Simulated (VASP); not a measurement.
Input of a VASP 6.6.1 run:

File POSCAR:

```
CoAg2O3
1.0
    2.2599930800      2.3154610800      0.0000000000
    2.2599930800     -2.3154610800      0.0000000000
    1.4302682600      0.0000000000    -10.1128778000
Ag O Co
2 3 1
Direct
    0.4330000000      0.4330000000      0.7280000000
    0.5670000000      0.5670000000      0.2720000000
    0.0000000000      0.0000000000      0.6570000000
    0.0000000000      0.0000000000      0.3430000000
    0.5000000000      0.5000000000      0.5000000000
    0.0000000000      0.0000000000      0.5000000000
```

INCAR.step1

```
PREC     = Accurate       # precision mode
ENCUT    = 520            # plane-wave cutoff, eV
EDIFF    = 1E-5           # SCF threshold, eV
ISMEAR   = -1             # smearing method
SIGMA    = 0.1            # smearing width, eV
LREAL    = F              # projectors in reciprocal space
LASPH    = T              # aspherical terms in the spheres
NELM     = 150            # most SCF steps
ALGO     = Normal         # electronic algorithm
ISIF     = 2              # what is computed and relaxed
LWAVE    = T              # write WAVECAR
LCHARG   = F              # write CHGCAR
ISPIN    = 2              # spin polarisation
MAGMOM   = 0 0 0.23 0.23 0 2.04 # initial moments
LORBIT   = 11             # projections on sites
LMAXMIX  = 4              # l up to which the mixer works
GGA      = PE             # functional
NBANDS   = 38             # bands
```

The input INCAR.step2:

```
PREC     = Accurate       # precision mode
ENCUT    = 520            # plane-wave cutoff, eV
EDIFF    = 1E-7           # SCF threshold, eV
ISMEAR   = -1             # smearing method
SIGMA    = 0.1            # smearing width, eV
LREAL    = F              # projectors in reciprocal space
LASPH    = T              # aspherical terms in the spheres
NELM     = 150            # most SCF steps
ALGO     = Normal         # electronic algorithm
ISIF     = 2              # what is computed and relaxed
LWAVE    = F              # write WAVECAR
LCHARG   = F              # write CHGCAR
ISPIN    = 2              # spin polarisation
MAGMOM   = 0 0 0.23 0.23 0 2.04 # initial moments
LORBIT   = 11             # projections on sites
LMAXMIX  = 4              # l up to which the mixer works
GGA      = PE             # functional
LHFCALC  = T              # exact exchange
HFSCREEN = 0.2079         # screening, 1/A
PRECFOCK = Fast         
ISTART   = 1            
NBANDS   = 38             # bands
```

KPOINTS

```
regular mesh
0
Gamma
  3 3 1
```

Potentials or basis: VASP PAW PBE potentials, release 64 (Ag, O, Co).

The run is started by

```console
$ cat potpaw_PBE.64/Ag/POTCAR potpaw_PBE.64/O/POTCAR potpaw_PBE.64/Co/POTCAR > POTCAR
$ cp INCAR.step1 INCAR
$ mpirun -np 1 vasp_std > vasp.out
$ cp INCAR.step2 INCAR
$ mpirun -np 1 vasp_std > vasp.out
```

Question: Predict the band gap on the k mesh.

Answer: None (metal or under the smearing width).

Question: Estimate the site moments.

Answer: Ag +0.04; O +0.25, +0.01; Co +2.26 μB.

Question: What does it give for the pressure?

Answer: 7.6 GPa.

Forces in eV/Å, atoms in the order of the input:
```
Ag   0.695  0.000 -0.483
Ag  -0.695  0.000  0.483
O   -0.744  0.000 -4.306
O    0.744  0.000  4.306
O    0.000  0.000  0.000
Co   0.000  0.000  0.000
```

Caveat: the k mesh is coarse (spacing up to 0.65 Å⁻¹), so the values aren't converged, least of all with exact exchange; the PAW data sets were made with another functional, which shifts forces and pressure a little; a cell with one magnetic atom can't hold antiferromagnetic order, which such compounds often take.
